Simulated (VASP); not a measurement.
Elastic constants (GPa) of a crystal from PBEsol GGA, VASP's PBE PAW potentials (set 64) (VASP):

|  | xx | yy | zz | yz | xz | xy |
|---|---|---|---|---|---|---|
| xx | 92.3 | 9.9 | 9.9 | 0.0 | 0.0 | 0.0 |
| yy | 9.9 | 92.3 | 9.9 | 0.0 | 0.0 | 0.0 |
| zz | 9.9 | 9.9 | 92.3 | 0.0 | 0.0 | 0.0 |
| yz | 0.0 | 0.0 | 0.0 | 48.6 | 0.0 | 0.0 |
| xz | 0.0 | 0.0 | 0.0 | 0.0 | 48.6 | 0.0 |
| xy | 0.0 | 0.0 | 0.0 | 0.0 | 0.0 | 48.6 |

Work out the Voigt, Reuss and Hill moduli, Young's modulus and Poisson's ratio.

All eigenvalues are positive (smallest 48.6 GPa), so the crystal is stable. K_V = (C11+C22+C33+2(C12+C13+C23))/9 = (276.9 + 2×29.7)/9 = 37.4 GPa; G_V = (276.9 − 29.7 + 3×145.8)/15 = 45.6 GPa. From the compliances, K_R = 37.4 GPa and G_R = 45.3 GPa. Hill: K = 37.4 GPa, G = 45.5 GPa, E = 9KG/(3K+G) = 97.1 GPa, ν = (3K−2G)/(2(3K+G)) = 0.067. K/G = 0.82, below Pugh's 1.75; universal anisotropy A^U = 0.03.

With a density of 0.84 g/cm³, what are the mean sound speeds?

v_l = √((K+4G/3)/ρ) = 10.80 km/s and v_t = √(G/ρ) = 7.36 km/s. The crystal is LiH (rock salt), cubic.

The compound is LiH in the rock salt structure. It was relaxed first, which changed the volume by -7 %.
